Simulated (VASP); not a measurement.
Given:

```
CELL_PARAMETERS angstrom
      5.53039     0.00000     0.00000
     -2.76519     4.78945     0.00000
      0.00000     0.00000     4.57584
ATOMIC_POSITIONS crystal
  Sr 0.33333 0.66667 0.75000
  Sr 0.66667 0.33333 0.25000
  V  0.00000 0.00000 0.00000
  V  0.00000 0.00000 0.50000
  O  0.16119 0.32239 0.25000
  O  0.67761 0.83881 0.25000
  O  0.16119 0.83881 0.25000
  O  0.83881 0.67761 0.75000
  O  0.32239 0.16119 0.75000
  O  0.83881 0.16119 0.75000
```

All values below come from PBEsol GGA, VASP's PBE PAW potentials (set 64) (plane waves; VASP). Settings: 520 eV cut-off, 5×5×6 Γ-centred mesh, tetrahedra with Blöchl corrections, potentials Sr_sv V_sv O.

Q: Estimate the energy per atom (σ→0), band gap (on the k-mesh) with the smallest direct gap where there is one.

A: 
```json
{
 "band gap (on the k-mesh)": "none (metal, semimetal or under 0.01 eV)",
 "energy per atom (σ→0)": "-8.096 eV/atom"
}
```

Only differences to runs with the same potentials and settings are physical.

The structure was generated: SrVO3 was put into the 2H-BaNiO3 type (P6_3/mmc), which need not be its known phase. It was relaxed first, which changed the volume by -9 %. The run is not spin-polarised, so no magnetic state was tried.
